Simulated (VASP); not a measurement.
Data:

```yaml
crystal:
  lattice:
    - [0.00000, 2.27513, 2.27513]
    - [2.27513, 0.00000, 2.27513]
    - [2.27513, 2.27513, 0.00000]
  atoms:
    - { symbol: Na, position: [0.00000, 0.00000, 0.00000] }
    - { symbol: F, position: [0.50000, 0.50000, 0.50000] }
```

Calculation: r2SCAN+rVV10, VASP's PBE PAW potentials (set 64) (plane waves; VASP). Numerical set-up: 520 eV cut-off, 11×11×11 Γ-centred mesh, tetrahedra with Blöchl corrections, potentials Na_pv F.

Question: What does the run give for the energy per atom (σ→0), band gap (over mesh and band path) with the smallest direct gap where there is one?

Answer: 
| Item | Result |
|---|---|
| band gap (over mesh and band path) | 7.41 eV |
| smallest direct gap (over mesh and band path) | 7.41 eV |
| energy per atom (σ→0) | -6.046 eV/atom |

The compound is NaF in the rock salt structure. It was relaxed first, which changed the volume by -5 %.
